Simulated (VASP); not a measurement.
Here is the system:

```
CELL_PARAMETERS angstrom
      2.12000    -3.67195     0.00000
      2.12000     3.67195     0.00000
      0.00000     0.00000     6.86000
ATOMIC_POSITIONS crystal
  Cd 0.00000 0.00000 0.00000
  I  0.33333 0.66667 0.24900
  I  0.66667 0.33333 0.75100
```

Calculation: PBE GGA, VASP's PBE PAW potentials (set 64) (plane waves; VASP 6.6.1). Run with 175 eV cut-off, 6×6×3 Γ-centred mesh, Gaussian smearing of 0.050 eV, potentials Cd I.

At this cut-off the stress carries a Pulay error, which pulls relaxed volumes low.

Question: Predict the energy per atom (σ→0), pressure.

Answer: 
* **energy per atom (σ→0)**: -1.019 eV/atom
* **pressure**: -542.9 kbar

Only differences to runs with the same potentials and settings are physical.

The compound is CdI2 in the 1T layered structure. The cell was not relaxed at this level. The run is one of a series of settings (ENCUT = 175 against the base run), some of them coarse on purpose.
